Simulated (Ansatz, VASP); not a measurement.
## PIr2 in VASP and in Ansatz

Contents of INCAR:

```
SYSTEM = PIr2
PREC = Accurate ; ENCUT = 520
EDIFF = 1E-7 ; ISMEAR = -1
SIGMA = 0.05 ; LREAL = .FALSE.
LASPH = .TRUE. ; NELM = 80
ALGO = Normal ; ISIF = 2
LWAVE = .FALSE. ; LCHARG = .FALSE.
GGA = CA ; NBANDS = 18
```

The input KPOINTS:

```
regular mesh
0
G
  11 11 11
  0 0 0
```

Contents of POSCAR:

```
PIr2
1.0
   -0.0276750000      2.7536625000      2.7536625000
    2.7536625000     -0.0276750000      2.7536625000
    2.7536625000      2.7536625000     -0.0276750000
P Ir
1 2
Direct
    0.0000000000      0.0000000000      0.0000000000
    0.2500000000      0.2500000000      0.2500000000
    0.7500000000      0.7500000000      0.7500000000
```

Input for Ansatz:

```yaml
crystal:
  lattice:
    - [-0.027675, 2.7536625, 2.7536625]
    - [2.7536625, -0.027675, 2.7536625]
    - [2.7536625, 2.7536625, -0.027675]
  atoms:
    - { symbol: P, position: [0.0, 0.0, 0.0] }
    - { symbol: Ir, position: [0.25, 0.25, 0.25] }
    - { symbol: Ir, position: [0.75, 0.75, 0.75] }
kpoints:
  mp_grid: { grid: [11, 11, 11] }
  band_path:
    path:
      - [0.0, 0.0, 0.0]
      - [0.5, 0.5, 0.5]
      - [0.2525443832, 0.5, 0.7474556168]
      - [-0.2525443832, 0.2525443832, 0.5]
      - [0.0, 0.0, 0.5]
      - [0.0, 0.0, 0.0]
      - [-0.3762721916, 0.0, 0.3762721916]
      - [0.0, 0.3762721916, 0.6237278084]
      - [0.0, 0.5, 0.5]
    npoints: 5
scf:
  occupations: { method: fermi_dirac, width: 0.05 }
hamiltonian:
  xc: lda
  pseudopotentials: { kind: all_electron, lapw: { basis_error: 0.001 } }
output:
  forces: true
  stress: true
  eigenvalues: true
```

Change from the starting cell: equal xy, yz and zx shear strains of -1 %.

Alike in both runs: task single point; functional LDA; k mesh 11 × 11 × 11; occupations fermi-dirac, width 0.05 eV; no spin polarisation.

|  | VASP | Ansatz |
| --- | --- | --- |
| version | VASP 6.6.1 | Ansatz 0.2.0 |
| potentials or method | VASP PAW LDA potentials, release 64 (P, Ir) | all-electron LAPW, scalar-relativistic |
| plane-wave cutoff (eV) | 520 | see its input |

VASP gave:

| Quantity | Value |
| --- | --- |
| pressure (GPa) | -2.9 |
| largest component of the traceless stress (GPa) | 0.60 |
| rms of the force components (eV/Å) | 0.028 |

Question: Which values does Ansatz return?

Answer: Pressure (GPa): -4.7; largest component of the traceless stress (GPa): 0.56; rms of the force components (eV/Å): 0.023.

Atom by atom the forces differ by 0.004 eV/Å (rms over components). Ansatz ran all-electron here, so the differences hold the error of VASP's frozen core and of both bases.

The runs have no spin-orbit coupling, so splittings on Ir are missing.
